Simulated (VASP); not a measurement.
# NbTe (P-6m2) in VASP: further runs

The runs below take NbTe through band structure, with AM05, PW91.

Everything below comes from runs of VASP 6.6.1. Logs are shortened: lines on timing, memory, paths and dates and some standing lists are left out, and cuts for length are marked.

### Step 1. Starting point

It takes space group P-6m2 (No. 187, hexagonal). Conventional cell: a = 3.703 Å, b = 3.703 Å, c = 3.694 Å, α = 90.00°, β = 90.00°, γ = 120.00°. Te (site symmetry -6m2) is surrounded by 6 Nb at 2.83 Å. Nb (site symmetry -6m2) is surrounded by 6 Te at 2.83 Å.

The cell comes from a database or a generator and needn't be the stable form of this composition.

### Step 2. Band structure, AM05

POSCAR reads:

```
NbTe
1.0
    3.7029743866      0.0000000000      0.0000000000
   -1.8514871933      3.2068698884      0.0000000000
    0.0000000000      0.0000000000      3.6942110000
Te Nb
1 1
Direct
    0.6666666667      0.3333333333      0.0000000000
    0.0000000000      0.0000000000      0.5000000000
```

INCAR.step1 reads:

```
SYSTEM = NbTe
PREC = Accurate
ENCUT = 520
EDIFF = 1E-7
ISMEAR = -1
SIGMA = 0.05
LREAL = .FALSE.
LASPH = .TRUE.
NELM = 60
ALGO = Normal
ISIF = 2
LWAVE = .FALSE.
LCHARG = .TRUE.
LMAXMIX = 4
GGA = AM
NBANDS = 16
```

KPOINTS.step1 reads:

```
Automatic mesh
0
G
  8 8 7
  0 0 0
```

INCAR.step2 reads:

```
SYSTEM = NbTe
PREC = Accurate
ENCUT = 520
EDIFF = 1E-7
ISMEAR = 0
SIGMA = 0.05
LREAL = .FALSE.
LASPH = .TRUE.
NELM = 60
ALGO = Normal
ISIF = 2
LWAVE = .FALSE.
LCHARG = .FALSE.
LMAXMIX = 4
GGA = AM
NBANDS = 16
ICHARG = 11
```

KPOINTS.step2 reads:

```
path GMKGALHA,LM,KH
20
line-mode
reciprocal
 0.0000000000  0.0000000000  0.0000000000  G
 0.5000000000  0.0000000000  0.0000000000  M

 0.5000000000  0.0000000000  0.0000000000  M
 0.3333333333  0.3333333333  0.0000000000  K

 0.3333333333  0.3333333333  0.0000000000  K
 0.0000000000  0.0000000000  0.0000000000  G

 0.0000000000  0.0000000000  0.0000000000  G
 0.0000000000  0.0000000000  0.5000000000  A

 0.0000000000  0.0000000000  0.5000000000  A
 0.5000000000  0.0000000000  0.5000000000  L

 0.5000000000  0.0000000000  0.5000000000  L
 0.3333333333  0.3333333333  0.5000000000  H

 0.3333333333  0.3333333333  0.5000000000  H
 0.0000000000  0.0000000000  0.5000000000  A

 0.5000000000  0.0000000000  0.5000000000  L
 0.5000000000  0.0000000000  0.0000000000  M

 0.3333333333  0.3333333333  0.0000000000  K
 0.3333333333  0.3333333333  0.5000000000  H
```

Potentials or basis: VASP PAW PBE potentials, release 64 (Te, Nb_sv).

Started as:

```bash
$ cat potpaw_PBE.64/Te/POTCAR potpaw_PBE.64/Nb_sv/POTCAR > POTCAR
$ cp INCAR.step1 INCAR
$ cp KPOINTS.step1 KPOINTS
$ mpirun -np 1 vasp_std > vasp.out
$ cp INCAR.step2 INCAR
$ cp KPOINTS.step2 KPOINTS
$ mpirun -np 1 vasp_std > vasp.out
```

OUTCAR:

```text
SYSTEM = NbTe
   PREC = Accurate
   ENCUT = 520
   EDIFF = 1E-7
   ISMEAR = 0
   LREAL = .FALSE.
   LASPH = .TRUE.
   NELM = 60
   ISIF = 2
   GGA = AM
   ICHARG = 11

 ion  position               nearest neighbor table
   1  0.667  0.333  0.000-   2 2.83   2 2.83   2 2.83   2 2.83   2 2.83   2 2.83
   2  0.000  0.000  0.500-   1 2.83   1 2.83   1 2.83   1 2.83   1 2.83   1 2.83

  LATTYP: Found a hexagonal cell.
 ALAT       =     3.7029743866
 C/A-ratio  =     0.9976334196

  Lattice vectors:

 A1 = (   3.7029743866,   0.0000000000,   0.0000000000)
 A2 = (  -1.8514871933,   3.2068698884,   0.0000000000)
 A3 = (   0.0000000000,   0.0000000000,   3.6942110000)

Analysis of symmetry for initial positions (statically):
=====================================================================
 Subroutine PRICEL returns:
 Original cell was already a primitive cell.

 Routine SETGRP: Setting up the symmetry group for a
 hexagonal supercell.

 Subroutine GETGRP returns: Found 12 space group operations
 (whereof 12 operations were pure point group operations)
 out of a pool of 24 trial point group operations.

The static configuration has the point symmetry D_3h.

Analysis of symmetry for dynamics (positions and initial velocities):
=====================================================================
 Subroutine PRICEL returns:
 Original cell was already a primitive cell.

 Routine SETGRP: Setting up the symmetry group for a
 hexagonal supercell.

 Subroutine GETGRP returns: Found 12 space group operations
 (whereof 12 operations were pure point group operations)
 out of a pool of 24 trial point group operations.

The dynamic configuration has the point symmetry D_3h.

 Subroutine INISYM returns: Found 12 space group operations
 (whereof 12 operations are pure point group operations),
 and found     1 'primitive' translations

----------------------------------------------------------------------------------------

                                     Primitive cell

  volume of cell :      43.8686

  direct lattice vectors                    reciprocal lattice vectors
     3.702974387  0.000000000  0.000000000     0.270053178  0.155915275  0.000000000
    -1.851487193  3.206869888  0.000000000     0.000000000  0.311830550  0.000000000
     0.000000000  0.000000000  3.694211000     0.000000000  0.000000000  0.270693796

  length of vectors
     3.702974387  3.702974387  3.694211000     0.311830550  0.311830550  0.270693796

  position of ions in fractional coordinates (direct lattice)
     0.666666667  0.333333333  0.000000000
     0.000000000  0.000000000  0.500000000

  ion indices of the primitive-cell ions
   primitive index   ion index
                 1           1
                 2           2

----------------------------------------------------------------------------------------

 KPOINTS: path GMKGALHA,LM,KH

Interpolating k-points between supplied coordinates.

 Line segments in fractional coordinates (reciprocal lattice):
    0.000000  0.000000  0.000000  ...  0.500000  0.000000  0.000000
    0.500000  0.000000  0.000000  ...  0.333333  0.333333  0.000000
    0.333333  0.333333  0.000000  ...  0.000000  0.000000  0.000000
    0.000000  0.000000  0.000000  ...  0.000000  0.000000  0.500000
    0.000000  0.000000  0.500000  ...  0.500000  0.000000  0.500000
    0.500000  0.000000  0.500000  ...  0.333333  0.333333  0.500000
    0.333333  0.333333  0.500000  ...  0.000000  0.000000  0.500000
    0.500000  0.000000  0.500000  ...  0.500000  0.000000  0.000000
    0.333333  0.333333  0.000000  ...  0.333333  0.333333  0.500000

 Generated    20 points on each line segment, for a total of    180 k-points:

 Following reciprocal coordinates:
            Coordinates               Weight
  0.000000  0.000000  0.000000      0.005556
  0.026316  0.000000  0.000000      0.005556
  0.052632  0.000000  0.000000      0.005556
  0.078947  0.000000  0.000000      0.005556
  0.105263  0.000000  0.000000      0.005556
  0.131579  0.000000  0.000000      0.005556
[... 16 lines left out ...]
  0.482456  0.035088  0.000000      0.005556
  0.473684  0.052632  0.000000      0.005556
 [... further k-points ...]
   k-points           NKPTS =    180   k-points in BZ     NKDIM =    180   number of bands    NBANDS=     16
   number of dos      NEDOS =    301   number of ions     NIONS =      2
   total plane-waves  NPLWV =  21952
   dimension x,y,z NGX =    28 NGY =   28 NGZ =   28
   dimension x,y,z NGXF=    56 NGYF=   56 NGZF=   56
   ions per type =               1   1
   NGX,Y,Z   is equivalent  to a cutoff of  12.57, 12.57, 12.60 a.u.
   NGXF,Y,Z  is equivalent  to a cutoff of  25.14, 25.14, 25.20 a.u.
 SYSTEM =  NbTe
   PREC   = accura    normal or accurate (medium, high low for compatibility)
   ISTART =      0    job   : 0-new  1-cont  2-samecut
   ICHARG =     11    charge: 1-file 2-atom 10-const
   ISPIN  =      1    spin polarized calculation?
   LNONCOLLINEAR =      F non collinear calculations
   LSORBIT =      F    spin-orbit coupling
   LASPH  =      T    aspherical Exc in radial PAW
   ENCUT  =  520.0 eV  38.22 Ry    6.18 a.u.   6.89  6.89  6.87*2*pi/ulx,y,z
   NELM   =     60;   NELMIN=  2; NELMDL=  0     # of ELM steps
   EDIFF  = 0.1E-06   stopping-criterion for ELM
   LREAL  =      F    real-space projection
[... 7 lines left out ...]
   TEBEG  =    0.0;   TEEND  =   0.0 temperature during run
   PSTRESS=    0.0 pullay stress
   NELECT =      19.0000    total number of electrons
   NUPDOWN=      -1.0000    fix difference up-down
   EMIN   =  10.00;   EMAX   =-10.00  energy-range for DOS
[... 5 lines left out ...]
     AMIX     =   0.40;   BMIX     =  1.00
     AMIX_MAG =   1.60;   BMIX_MAG =  1.00
  volume/ion in A,a.u.               =      21.93       148.02
  Fermi-wavevector in a.u.,A,eV,Ry     =   1.238630  2.340671 20.874103  1.534203
  Thomas-Fermi vector in A             =   2.373147
   LORBIT       =      0    0 simple, 1 ext, 2 COOP (PROOUT), +10 PAW based schemes
   GGA     = AM    functional components
   LHFCALC =     F    Hartree Fock is set to
   AEXX    =    0.0000 exact exchange contribution
   IVDW    =     0    specifies the selected vdW correction
   LEPSILON=     F    determine dielectric tensor
   LRPA    =     F    only Hartree local field effects (RPA)
 non-spin polarized calculation
 Gauss-broadening in eV      SIGMA  =   0.05
  energy-cutoff  :      520.00
  volume of cell :       43.87
 maximum number of plane-waves:      1200
 NGX is ok and might be reduce to    28

 number of electron      18.9999998 magnetization

 Free energy of the ion-electron system (eV)
  ---------------------------------------------------
  ext. energy  EPLUGINS =         0.00000000
  ---------------------------------------------------
  free energy    TOTEN  =       -13.76057894 eV

  energy without entropy =      -13.75881346  energy(sigma->0) =      -13.75969620

 E-fermi :  10.8380     XC(G=0): -11.3835

 val. band max:       10.8346686838   @ k =   0.2895   0.0000   0.0000
 cond. band min:      10.8589775169   @ k =   0.1228   0.1228   0.0000
 fundamental gap:      0.0243088331
 Fermi energy:        10.8379668352

 k-point     1 :       0.0000    0.0000    0.0000
  band No.  band energies     occupation
      1     -44.5715      2.00000
      2     -20.8100      2.00000
      3     -20.6186      2.00000
      4     -20.6186      2.00000
      5      -3.3565      2.00000
      6       7.7608      2.00000
[... 8 lines left out ...]
     15      16.7623      0.00000
     16      17.9032      0.00000

 k-point     2 :       0.0263    0.0000    0.0000
  band No.  band energies     occupation
      1     -44.5715      2.00000
      2     -20.8098      2.00000
      3     -20.6196      2.00000
      4     -20.6189      2.00000
      5      -3.3480      2.00000
      6       7.6887      2.00000
[... 8 lines left out ...]
     15      16.7398      0.00000
     16      17.9442      0.00000

 k-point     3 :       0.0526    0.0000    0.0000
  band No.  band energies     occupation
      1     -44.5713      2.00000
      2     -20.8094      2.00000
      3     -20.6223      2.00000
      4     -20.6195      2.00000
      5      -3.3226      2.00000
      6       7.5469      2.00000
[... 8 lines left out ...]
     15      16.6901      0.00000
     16      18.0508      0.00000

 k-point     4 :       0.0789    0.0000    0.0000
  band No.  band energies     occupation
      1     -44.5710      2.00000
      2     -20.8086      2.00000
      3     -20.6269      2.00000
      4     -20.6206      2.00000
      5      -3.2804      2.00000
      6       7.3623      2.00000
[... 8 lines left out ...]
     15      16.6450      0.00000
     16      18.2276      0.00000

 k-point     5 :       0.1053    0.0000    0.0000
  band No.  band energies     occupation
      1     -44.5706      2.00000
      2     -20.8076      2.00000
      3     -20.6330      2.00000
      4     -20.6220      2.00000
      5      -3.2220      2.00000
      6       7.1403      2.00000
[... 8 lines left out ...]
     15      16.6307      0.00000
     16      18.4617      0.00000

 k-point     6 :       0.1316    0.0000    0.0000
  band No.  band energies     occupation
      1     -44.5701      2.00000
      2     -20.8064      2.00000
      3     -20.6406      2.00000
      4     -20.6238      2.00000
      5      -3.1481      2.00000
      6       6.8874      2.00000
[... 8 lines left out ...]
     15      16.6701      0.00000
     16      18.8112      0.00000
[... 267 lines left out ...]
 k-point    21 :       0.5000    0.0000    0.0000
  band No.  band energies     occupation
      1     -44.5626      2.00000
      2     -20.7875      2.00000
      3     -20.7530      2.00000
      4     -20.6506      2.00000
      5      -1.6860      2.00000
      6       3.6908      2.00000
[... 8 lines left out ...]
     15      16.5891      0.00000
     16      19.6456      0.00000

 k-point    22 :       0.4912    0.0175    0.0000
  band No.  band energies     occupation
      1     -44.5626      2.00000
      2     -20.7875      2.00000
      3     -20.7529      2.00000
      4     -20.6509      2.00000
      5      -1.6846      2.00000
      6       3.6938      2.00000
[... 8 lines left out ...]
     15      16.6013      0.00000
     16      19.6422      0.00000

 k-point    23 :       0.4825    0.0351    0.0000
  band No.  band energies     occupation
      1     -44.5626      2.00000
      2     -20.7874      2.00000
      3     -20.7525      2.00000
      4     -20.6516      2.00000
      5      -1.6805      2.00000
      6       3.7028      2.00000
[... 8 lines left out ...]
     15      16.6379      0.00000
     16      19.6318      0.00000

 k-point    24 :       0.4737    0.0526    0.0000
  band No.  band energies     occupation
      1     -44.5626      2.00000
      2     -20.7874      2.00000
      3     -20.7519      2.00000
      4     -20.6529      2.00000
      5      -1.6738      2.00000
      6       3.7179      2.00000
[... 8 lines left out ...]
     15      16.6992      0.00000
     16      19.6147      0.00000

 [... further k-points ...]

------------------------ aborting loop because EDIFF is reached ----------------------------------------

  FORCE on cell =-STRESS in cart. coord.  units (eV):
  Direction    XX          YY          ZZ          XY          YZ          ZX
  --------------------------------------------------------------------------------------
  -------------------------------------------------------------------------------------
  Total       -0.4121340     -0.4121340      1.4142966      0.0000000      0.0000000      0.0000000
  in kB      -15.0520367    -15.0520367     51.6532140      0.0000000      0.0000000      0.0000000
  external PRESSURE =       7.1830469 kB  Pullay stress =       0.0000000 kB

 VOLUME and BASIS-vectors are now :
 -----------------------------------------------------------------------------
  energy-cutoff  :      520.00
  volume of cell :       43.87
      direct lattice vectors                 reciprocal lattice vectors
     3.702974387  0.000000000  0.000000000     0.270053178  0.155915275  0.000000000
    -1.851487193  3.206869888  0.000000000     0.000000000  0.311830550  0.000000000
     0.000000000  0.000000000  3.694211000     0.000000000  0.000000000  0.270693796

 POSITION                                       TOTAL-FORCE (eV/Angst)
 -----------------------------------------------------------------------------------
      1.85149      1.06896      0.00000        -0.000000      0.000000      0.000000
      0.00000      0.00000      1.84711         0.000000      0.000000      0.000000
 -----------------------------------------------------------------------------------
    total drift:                                0.000032     -0.000018      0.000000

  FREE ENERGIE OF THE ION-ELECTRON SYSTEM (eV)
  ---------------------------------------------------
  free  energy   TOTEN  =       -13.7605789359 eV

  energy  without entropy=      -13.7588134618  energy(sigma->0) =      -13.75969620
```

It took 40 s on 1 thread of Intel Xeon 6975P-C (Granite Rapids), shared host; peak memory 0.25 GiB.

What came out:

| Quantity | Value |
| --- | --- |
| Band gap along the path | none (metal or under the smearing width) |

Levels at the corners of the path, in eV from the Fermi level:
```
point  band 5  band 6  band 7  band 8  band 9  band 10  band 11  band 12  band 13  band 14
    Γ  -14.27   -3.15   -3.15   -3.04   -2.34     0.13     0.13     2.44     2.44     2.77
    M  -12.60   -7.22   -3.83   -2.67   -2.60    -0.19     1.23     1.49     3.02     3.75
    M  -12.60   -7.22   -3.83   -2.67   -2.60    -0.19     1.23     1.49     3.02     3.75
    K  -12.35   -6.52   -5.47   -3.76   -0.95    -0.12     0.18     0.38     4.64     6.40
    K  -12.35   -6.52   -5.47   -3.76   -0.95    -0.12     0.18     0.38     4.64     6.40
    Γ  -14.27   -3.15   -3.15   -3.04   -2.34     0.13     0.13     2.44     2.44     2.77
    Γ  -14.27   -3.15   -3.15   -3.04   -2.34     0.13     0.13     2.44     2.44     2.77
    A  -12.92   -7.57   -2.61   -2.61   -0.97    -0.97     0.65     1.65     1.65     5.20
    A  -12.92   -7.57   -2.61   -2.61   -0.97    -0.97     0.65     1.65     1.65     5.20
    L  -12.23   -5.99   -5.90   -4.25   -1.40     1.16     1.25     1.78     2.75     4.48
    L  -12.23   -5.99   -5.90   -4.25   -1.40     1.16     1.25     1.78     2.75     4.48
    H  -12.09   -6.27   -5.77   -4.49   -1.14     1.12     1.67     2.07     2.80     3.33
    H  -12.09   -6.27   -5.77   -4.49   -1.14     1.12     1.67     2.07     2.80     3.33
    A  -12.92   -7.57   -2.61   -2.61   -0.97    -0.97     0.65     1.65     1.65     5.20
    L  -12.23   -5.99   -5.90   -4.25   -1.40     1.16     1.25     1.78     2.75     4.48
    M  -12.60   -7.22   -3.83   -2.67   -2.60    -0.19     1.23     1.49     3.02     3.75
    K  -12.35   -6.52   -5.47   -3.76   -0.95    -0.12     0.18     0.38     4.64     6.40
    H  -12.09   -6.27   -5.77   -4.49   -1.14     1.12     1.67     2.07     2.80     3.33
```

Caveat: the log is that of the step along the path at fixed density, whose energy, stress, charges and moments have no meaning; the PAW data sets were made with another functional, which shifts forces and pressure a little; spin-orbit coupling is left out, which moves the levels of the heavy elements.

### Step 3. Band structure, PW91

POSCAR is that of step 2.

Edit INCAR.step1 of step 2 so:

```diff
@@ -14,3 +14,3 @@
 LMAXMIX = 4
-GGA = AM
+GGA = 91
 NBANDS = 16
```

KPOINTS.step1 is that of step 2.

Edit INCAR.step2 of step 2 so:

```diff
@@ -14,3 +14,3 @@
 LMAXMIX = 4
-GGA = AM
+GGA = 91
 NBANDS = 16
```

KPOINTS.step2 is that of step 2.

Potentials or basis: VASP PAW PBE potentials, release 64 (Te, Nb_sv).

Started as:

```bash
$ cat potpaw_PBE.64/Te/POTCAR potpaw_PBE.64/Nb_sv/POTCAR > POTCAR
$ cp INCAR.step1 INCAR
$ cp KPOINTS.step1 KPOINTS
$ mpirun -np 1 vasp_std > vasp.out
$ cp INCAR.step2 INCAR
$ cp KPOINTS.step2 KPOINTS
$ mpirun -np 1 vasp_std > vasp.out
```

Wall time 46 s (1 thread of Intel Xeon 6975P-C (Granite Rapids), shared host); peak memory 0.24 GiB.

Results (log left out):

- Band gap along the path: none (metal or under the smearing width)

Levels at the corners of the path, in eV from the Fermi level:
```
point  band 5  band 6  band 7  band 8  band 9  band 10  band 11  band 12  band 13  band 14
    Γ  -14.22   -3.15   -3.15   -2.98   -2.34     0.12     0.12     2.44     2.44     2.91
    M  -12.56   -7.17   -3.83   -2.62   -2.60    -0.21     1.22     1.48     3.02     3.87
    M  -12.56   -7.17   -3.83   -2.62   -2.60    -0.21     1.22     1.48     3.02     3.87
    K  -12.32   -6.47   -5.42   -3.77   -0.95    -0.13     0.19     0.40     4.62     6.47
    K  -12.32   -6.47   -5.42   -3.77   -0.95    -0.13     0.19     0.40     4.62     6.47
    Γ  -14.22   -3.15   -3.15   -2.98   -2.34     0.12     0.12     2.44     2.44     2.91
    Γ  -14.22   -3.15   -3.15   -2.98   -2.34     0.12     0.12     2.44     2.44     2.91
    A  -12.88   -7.51   -2.62   -2.62   -0.97    -0.97     0.65     1.64     1.64     5.34
    A  -12.88   -7.51   -2.62   -2.62   -0.97    -0.97     0.65     1.64     1.64     5.34
    L  -12.20   -5.95   -5.86   -4.25   -1.35     1.14     1.25     1.82     2.78     4.45
    L  -12.20   -5.95   -5.86   -4.25   -1.35     1.14     1.25     1.82     2.78     4.45
    H  -12.07   -6.24   -5.73   -4.45   -1.10     1.11     1.67     2.14     2.77     3.37
    H  -12.07   -6.24   -5.73   -4.45   -1.10     1.11     1.67     2.14     2.77     3.37
    A  -12.88   -7.51   -2.62   -2.62   -0.97    -0.97     0.65     1.64     1.64     5.34
    L  -12.20   -5.95   -5.86   -4.25   -1.35     1.14     1.25     1.82     2.78     4.45
    M  -12.56   -7.17   -3.83   -2.62   -2.60    -0.21     1.22     1.48     3.02     3.87
    K  -12.32   -6.47   -5.42   -3.77   -0.95    -0.13     0.19     0.40     4.62     6.47
    H  -12.07   -6.24   -5.73   -4.45   -1.10     1.11     1.67     2.14     2.77     3.37
```

Caveat: the log is that of the step along the path at fixed density, whose energy, stress, charges and moments have no meaning; the PAW data sets were made with another functional, which shifts forces and pressure a little; spin-orbit coupling is left out, which moves the levels of the heavy elements.
